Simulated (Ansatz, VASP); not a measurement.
# GaW3N (W3GaN antiperovskite) in two plane-wave programs, part 3 of 3

Aim: how closely do two programs agree when they are given the same cell, functional and k mesh? The cell is generated by rule, not measured, and may not be a known phase. The cell is taken from a series of runs on this material, whose earlier steps may have relaxed, scaled, displaced or heated it; both programs get it as it stands.

VASP 6.6.1 and Ansatz 0.2.0.

So far: The structure; VASP: zone-centre phonons, PBE.

The structure was built from a prototype and need not be the compound's stable phase.

### 3. Ansatz: zone-centre phonons, PBE

Level of this step: Ansatz beside VASP: Kohn-Sham DFT, plane waves, PBE (Ansatz).

Ansatz runs on its default PAW (the set named soft_2) files.

The same cell, functional, mesh and smearing now go to Ansatz, which takes its cutoff from its data sets.

Contents of input.yaml:

```yaml
crystal:
  lattice:
    - [4.1177891151, 0.0, 0.0]
    - [0.0, 4.1177891151, 0.0]
    - [0.0, 0.0, 4.1177891151]
  atoms:
    - { symbol: Ga, position: [0.0, 0.0, 0.0] }
    - { symbol: W, position: [0.5, 0.5, 0.0] }
    - { symbol: W, position: [0.5, 0.0, 0.5] }
    - { symbol: W, position: [0.0, 0.5, 0.5] }
    - { symbol: "N", position: [0.5, 0.5, 0.5] }
kpoints:
  mp_grid: { grid: [4, 4, 4] }
hamiltonian:
  xc: pbe
scf:
  occupations: { method: methfessel_paxton, width: 0.2 }
output:
  eigenvalues: true
phonons:
  method: dfpt
  qmesh: [2, 2, 2]
  temperatures: { t_max: 1000, t_step: 50 }
  qpath:
    path:
      - [[0.0, 0.0, 0.0], [0.0, 0.5, 0.0], [0.5, 0.5, 0.0], [0.0, 0.0, 0.0], [0.5, 0.5, 0.5], [0.0, 0.5, 0.0]]
      - [[0.5, 0.5, 0.5], [0.5, 0.5, 0.0]]
    npoints: 10
```

Command:

```sh
$ ansatz run input.yaml --threads 4 --pin off --max-ram 16384MiB --backend cpu --events-out ev --progress --plain --runs-dir out
```

Numbers of over 12 decimals in the logs are rounded to 6 here.

The program printed:

```text
Engine: ansatz 0.2.0, aarch64-unknown-linux-gnu
Pseudopotentials: kind: paw
Pseudopotential: Ga, paw, valence charge 13, recommended cutoff 420 eV (normal), Ga.paw.azcp
Pseudopotential: W, paw, valence charge 14, recommended cutoff 420 eV (normal), W.paw.azcp
Pseudopotential: N, paw, valence charge 5, recommended cutoff 420 eV (normal), N.paw.azcp
Functional definition: PBE
  parameter kappa = 0.804
  parameter beta = 0.066725
  exchange = pbe_x(kappa = kappa, mu = beta*pi^2/3)
  correlation = pbe_c(beta = beta)
Crystal: 5 atoms, lattice volume = 69.822 Å³
Basis set: ecut = 420 eV, 1357 PW (Γ), exchange–correlation on 60×60×60 points (8 copies of the dense FFT grid, shifted against one another)
Bands: 36, of which v1, the nominal top of the filled ones, is band 30 counted from 1 (29 counted from 0)
Symmetry: 48 space group operations
k-points: 10 of 64
Non-local potential: Ga, projectors of the file, l = 0: 2, l = 1: 2, l = 2: 3, l = 3: 1
Non-local potential: W, projectors of the file, l = 0: 3, l = 1: 2, l = 2: 2, l = 3: 1
Non-local potential: N, projectors of the file, l = 0: 2, l = 1: 2, l = 2: 1
PAW form: soft (Blöchl's): semilocal exchange-correlation on the pseudo side does not see the compensation charge
PAW one-centre angular grid: Ga, 590 points (default); XC on 64 Gauss nodes
PAW one-centre angular grid: W, 590 points (default); XC on 64 Gauss nodes
PAW one-centre angular grid: N, 110 points (default); XC on 64 Gauss nodes
Initial density: superposition of atomic densities (neutral atoms: chi_scale 0, normalization atom), corrected by the library's trained network
Initial wavefunctions: pseudopotential atomic-orbital guess
Functional: x = pbe(κ = 0.804, μ = 0.219515), c = pbe(β = 0.066725)
SCF iter   1: F=—  HF=-35320.957809 eV  |F-HF|=—  |Δ(HF+E_count)|=         —  Δρ=1.13e-2  dr2=1.16e-1  ethr=1.77e-3  ⟨swp⟩=5.0  Hψ=1397  notcnv=0
preconditioner: auto → Resta (q_TF=auto, 2.660 Å⁻¹)  ε∞=8.2  [insulator: Δε(μ)=0.163 eV  Ē_g=9.934 eV  σ=0.200 eV  W_gap=0.63  n_scr=26 (ndim 8)  ℏωp=26.7 eV  f_vac=0.000  D(μ)=1.99/eV (n_scr^D=18)  ε∞_Penn≈8.2]
SCF iter   2: F=—  HF=-35320.927676 eV  |F-HF|=—  |Δ(HF+E_count)|=   3.01e-2  S|Δr|=    0.00e0  Δρ=5.81e-3  dr2=2.94e-2  ethr=1.93e-4  ⟨swp⟩=1.1  Hψ=442  notcnv=0
SCF iter   3: F=—  HF=-35320.917494 eV  |F-HF|=—  |Δ(HF+E_count)|=   1.02e-2  S|Δr|=    0.00e0  Δρ=1.48e-3  dr2=1.63e-3  ethr=4.90e-5  ⟨swp⟩=2.1  Hψ=523  notcnv=0
SCF iter   4: F=—  HF=-35320.916504 eV  |F-HF|=—  |Δ(HF+E_count)|=   9.90e-4  S|Δr|=    0.00e0  Δρ=6.46e-4  dr2=1.83e-4  ethr=2.71e-6  ⟨swp⟩=2.0  Hψ=516  notcnv=0
SCF iter   5: F=—  HF=-35320.916422 eV  |F-HF|=—  |Δ(HF+E_count)|=   8.18e-5  S|Δr|=    0.00e0  Δρ=1.92e-4  dr2=1.77e-5  ethr=3.05e-7  ⟨swp⟩=2.2  Hψ=517  notcnv=0
SCF iter   6: F=—  HF=-35320.916430 eV  |F-HF|=—  |Δ(HF+E_count)|=   8.29e-6  S|Δr|=    0.00e0  Δρ=2.89e-5  dr2=4.03e-7  ethr=2.96e-8  ⟨swp⟩=2.5  Hψ=541  notcnv=0
SCF iter   7: F=—  HF=-35320.916418 eV  |F-HF|=—  |Δ(HF+E_count)|=   1.23e-5  S|Δr|=    0.00e0  Δρ=4.86e-6  dr2=1.22e-8  ethr=6.71e-10  ⟨swp⟩=2.1  Hψ=485  notcnv=0
SCF iter   8: F=—  HF=-35320.916418 eV  |F-HF|=—  |Δ(HF+E_count)|=   1.49e-9  S|Δr|=    0.00e0  Δρ=7.60e-7  dr2=3.89e-10  ethr=2.04e-11  ⟨swp⟩=2.2  Hψ=486  notcnv=0
SCF iter   9: F=—  HF=-35320.916418 eV  |F-HF|=—  |Δ(HF+E_count)|=  1.31e-10  S|Δr|=    0.00e0  Δρ=2.02e-7  dr2=1.49e-11  ethr=1.00e-12  ⟨swp⟩=2.0  Hψ=525  notcnv=0
SCF iter  10: F=-35320.916418 eV  HF=-35320.916418 eV  |F-HF|=1.46e-11  |Δ(HF+E_count)|=  1.46e-11  S|Δr|=    0.00e0  Δρ=5.23e-8  dr2=1.23e-12  ethr=1.00e-12  ⟨swp⟩=8.8  Hψ=1601  notcnv=0
the search or the solves at the SCF's close seem to have found levels that the self-consistency loop had missed (the run counts 1). By its estimate they hold under 1e-12 electrons; where the run keeps them, the occupations were computed again with them
SCF 1 converged in 10 iterations: F = -35320.916418 eV  dr2 = 1.23e-12
  greatest PAW one-centre occupation: 1.000 electrons in one spin orbital (limit 2), on the W atom at site 3 (counted from 0), in its partial waves of l = 0
Initial density: read from a saved state, or passed on in memory by an earlier SCF of this step, an earlier step, the calling program or the single point that the run made first
iter 1 solved again at ethr=2.47e-8 eV; its pass at ethr=3.10e-3 eV (dr2=1.48e-5 eV) is discarded
SCF iter   1: F=—  HF=-35320.916417 eV  |F-HF|=—  |Δ(HF+E_count)|=         —  Δρ=3.40e-7  dr2=5.17e-11  ethr=2.47e-8  ⟨swp⟩=3.7  Hψ=2507  notcnv=0
eigensolver tolerance schedule: the retry pair's looser diagonalisation over-reported the residual by 286969.19 of it (diagonalisation noise at an unbounded share of the residual, at the tolerance the schedule requests for it); recorded, not acted on — ethr = c·dr2/N_el stays at c = 1.0e-1
preconditioner: auto → Resta (q_TF=auto, 2.660 Å⁻¹)  ε∞=8.4  [insulator: Δε(μ)=0.141 eV  Ē_g=9.786 eV  σ=0.200 eV  W_gap=0.56  n_scr=26 (ndim 8)  ℏωp=26.7 eV  f_vac=0.000  D(μ)=2.07/eV (n_scr^D=18)  ε∞_Penn≈8.4]
SCF iter   2: F=—  HF=-35320.916418 eV  |F-HF|=—  |Δ(HF+E_count)|=   1.54e-6  S|Δr|=    0.00e0  Δρ=1.64e-7  dr2=1.27e-11  ethr=1.00e-12  ⟨swp⟩=3.9  Hψ=865  notcnv=0
SCF iter   3: F=-35320.916418 eV  HF=-35320.916418 eV  |F-HF|=7.28e-12  |Δ(HF+E_count)|=  7.28e-12  S|Δr|=    0.00e0  Δρ=1.02e-7  dr2=4.86e-12  ethr=1.00e-12  ⟨swp⟩=3.9  Hψ=866  notcnv=0
SCF 2 converged in 3 iterations: F = -35320.916418 eV  dr2 = 4.86e-12
phonons: the bands overlap, so this run is a metal and interpolates without the dipole-dipole term. If the crystal is really an insulator or semiconductor, its LO-TO splitting is missing
NSCF: frozen V_eff on 10 k-points
NSCF: frozen V_eff on 27 k-points
DFPT response loops at q = (0, 0, 0) (fractional): preconditioner auto → Kerker (q_TF=auto, 2.660 Å⁻¹) (partly filled bands, converged f_vac=0.000); β = 1.00, the filter's whole step (`scf.mixing.beta` (0.50) is not read by the response loops under this deck's `scf.mixing.preconditioner`; to damp them name `kerker` or `kerker_dos`, under which they read `scf.mixing.beta`, and type it under 1.00, their step now; both keys bind the ground state too); Broyden in place of MSR1
NSCF: frozen V_eff on 54 k-points
DFPT response loops at q = (0, 0, -0.5) (fractional): mixed as the last ones told, above
NSCF: frozen V_eff on 54 k-points
DFPT response loops at q = (0, -0.5, -0.5) (fractional): mixed as the last ones told, above
NSCF: frozen V_eff on 54 k-points
DFPT response loops at q = (-0.5, -0.5, -0.5) (fractional): mixed as the last ones told, above
SCF converged after 10 iterations
Stability not checked: this state was not tested for a lower state beside it, because cold or Methfessel-Paxton smearing, or corrected tetrahedra, fill the levels in a way that the test cannot read (fill_not_monotonic; see scf.lower_state_search)
Free energy (F): -35320.916418 eV
Harris-Foulkes:  -35320.916418 eV  (|F-HF|=1.46e-11)
Internal energy: -35320.917594 eV  (E = F + TS)
E sigma→0 (E₀):  -35320.916712 eV
Entropy (-TS):   0.001176 eV (0.235 meV/atom)
Fermi energy:    19.348204 eV
--- Per-component energies (eV) ---
  E_band       = -260.579004
  E_kinetic    = 1603.988831
  E_local      = -3763.157047  (includes V_loc(G=0)·N_el)
  E_nonlocal   = 474.165314
  E_hartree    = 1542.634850
  E_xc         = -930.064189
  E_vxc        = -851.244588  (∫ρ·V_xc dr)
  E_paw        = -27806.309204  (= ΣΔE_a)
  E_vpaw       = -809.600908  (= ΣTr[D̂ρ^β])
  E_aug_tail   = -0.000302  (compensation charges beyond the density's cutoff)
  E_ewald      = -6442.175846
  E_smearing   = 0.001176  (= −TS)
  E_closure    = 0.000000  (closes the sum)
  Σ components = -35320.916418   (vs F -35320.916418, Δ=0.00e0)
--- Band table (eV; the first three rows and the last of 10) ---
  k-point 0: bands = [... 26 lower, 15.4157, 19.9167, 19.9167, 19.9167, 20.1477, 20.1477, 20.1477, 20.9708, ... 2 higher]
  k-point 1: bands = [... 26 lower, 16.1435, 18.5453, 19.0782, 19.0782, 19.4163, 20.9770, 21.6760, 21.6760, ... 2 higher]
  k-point 2: bands = [... 26 lower, 17.3922, 18.4350, 18.9076, 19.7057, 19.7057, 20.0936, 20.8428, 20.8428, ... 2 higher]
  k-point 9: bands = [... 26 lower, 17.2697, 17.2697, 17.9266, 17.9266, 17.9266, 20.8581, 20.8581, 22.7166, ... 2 higher]
--- Phonons (Γ-DFPT): 4 representative perturbations + reference (Σ response iterations 14) ---
  ASR residual: 2.244e-4 → 0.000e0 eV/Å²; symmetrization residual: 6.652e-6 eV/Å²
  ASR residual per site (eV/Å²): 9.50e-7 1.04e-4 1.04e-4 1.04e-4 2.24e-4
  Γ frequencies (cm⁻¹): -79.54 -79.54 -79.54 0.00 0.00 0.00 68.99 68.99 68.99 153.26 153.26 153.26 611.53 611.53 611.53
--- Phonons (arbitrary-q DFPT): 4 irreducible q on the 2×2×2 mesh ---
  q = [0.0000, 0.0000, 0.0000] (star 1, of the zone-centre solve; hermiticity 6.18e-7, symmetrization 7.84e-13): -79.54 -79.54 -79.54 -0.00 0.00 0.00 68.99 68.99 68.99 153.26 153.26 153.26 611.53 611.53 611.53
  q = [0.0000, 0.0000, -0.5000] (star 3, 9 solved perturbations in 216 linear systems a pass and spin channel, the states on 27 of 64 k-point pairs; hermiticity 4.66e-7, symmetrization 1.18e-13): 62.57 62.57 87.99 87.99 89.20 89.20 115.67 131.83 149.03 149.03 157.01 206.97 643.85 643.85 768.53
  q = [0.0000, -0.5000, -0.5000] (star 3, 9 solved perturbations in 216 linear systems a pass and spin channel, the states on 27 of 64 k-point pairs; hermiticity 3.98e-7, symmetrization 7.98e-14): 81.04 114.99 114.99 115.61 116.80 116.80 151.87 167.31 167.31 171.18 178.95 202.36 686.33 766.84 766.84
  q = [-0.5000, -0.5000, -0.5000] (star 1, 4 solved perturbations in 81 linear systems a pass and spin channel, the states on 27 of 64 k-point pairs; hermiticity 5.88e-8, symmetrization 5.68e-13): 68.29 68.29 68.29 109.51 109.51 130.86 130.86 130.86 184.86 184.86 184.86 199.34 783.74 783.74 783.74
  sum rule: each row above includes the acoustic sum rule's correction from the zone centre's row sums; it moved no ω² by more than (2.09 cm⁻¹)²
  mesh force constants: q→R imaginary residual 3.38e-18; ASR residual 2.244e-4 → 0.000e0 eV/Å²; symmetrization residual 2.132e-14 eV/Å²
  interpolated dispersion: 62 rows × 15 modes
  density of states and harmonic sums: on the 16×16×16 q-mesh, interpolated from the force constants of a 2×2×2 supercell (no non-analytic term)
  largest difference from the sums on the solved wave vectors: F 1.04e-1 eV, S 1.52e-4 and C_V 4.77e-5 eV/K
  zero-point energy: 0.223977 eV/cell   skipped modes (ω ≤ 0): 53, of them read as no rigid motion or as one in doubt: 50 (1.956e-1 modes/cell left out, lowest -79.54 cm⁻¹)   left out of the sums: 1.31e-2 of the cell's modes: C_V's classical limit lies that fraction below 3 k_B per atom; for a crystal, a wire or a layer, F and S can be off by more, and a phonons.interpolated_qmesh denser along its periods is the remedy for the sampling
```

### 4. Differences

Known differences besides the potentials themselves: VASP's run holds the zone centre alone; the data sets hold 60 valence electrons in Ansatz (on its default PAW (the set named soft_2) files) and 36 in VASP; the cutoff is 420 eV in Ansatz and 600 eV in VASP. Total energies have different zeros and are not compared.

The two programs side by side:

```csv
quantity,Ansatz,VASP,difference
"optical mode 1 to 3 (imaginary, printed as negative) (cm⁻¹)",-79.5,-85.3,+5.8
optical mode 4 to 6 (cm⁻¹),69.0,60.6,+13.94 %
optical mode 7 to 9 (cm⁻¹),153.3,152.6,+0.41 %
optical mode 10 to 12 (cm⁻¹),611.5,632.4,-3.30 %
```

Modes are paired by rising frequency, not by their patterns, so a pair may set unlike modes beside each other; they are those without the splitting of longitudinal modes.

### 5. What the set-up changes

Further runs change the set-up of one program: Ansatz's method, potentials or start, or VASP's data sets, cutoff or form of LDA. The table gives Ansatz less VASP for each quantity, since a change that brings one quantity closer may part another.

```csv
run,"optical mode 1 to 3 (imaginary, printed as negative) (cm⁻¹)",optical mode 4 to 6 (%),optical mode 7 to 9 (%),optical mode 10 to 12 (%)
as above,5.8,14,0.41,-3.3
"VASP with the data sets Ga_d, W_sv and N",0.65,0.87,-0.81,-1.3
```

### 6. What came out

| Quantity | Value |
| --- | --- |
| r.m.s. difference of the optical zone-centre modes, each program's sorted by frequency (zone-centre phonons, PBE) | 12 cm⁻¹ |
| difference in optical mode 4 to 6 (zone-centre phonons, PBE) | +13.9 % |

The r.m.s. difference of the optical zone-centre modes, each program's sorted by frequency is 12 cm⁻¹ (zone-centre phonons, PBE). The data sets hold unlike numbers of valence electrons (60 in Ansatz and 36 in VASP), so part of the differences comes from the potentials. Among the rows given in per cent, the largest difference of the zone-centre phonons, PBE pair is in optical mode 4 to 6, +13.9 %. Zone-centre phonons, PBE, VASP with the data sets Ga_d, W_sv and N: the difference in optical mode 1 to 3 (imaginary, printed as negative) goes from 5.8 to 0.65 cm⁻¹; the difference in optical mode 4 to 6 goes from 14 to 0.87 %; the difference in optical mode 7 to 9 goes from 0.41 to -0.81 %; the difference in optical mode 10 to 12 goes from -3.3 to -1.3 %. Such differences can come from data sets, numerical settings and the points named under the comparisons, not from the functional's error against experiment.

[Lines on the potential files, build, host, timing and source positions are cut from VASP's logs without a mark.]

[Logs are printed without paths, hosts, clocks, repeated set-up lines and the standing remarks that a program may print on its own settings, such as how far it seeks lower states.]

[Hosts, paths, dates, database ids (printed as entryN), source tags and the programs' standing remarks are cut or masked in the printed files.]
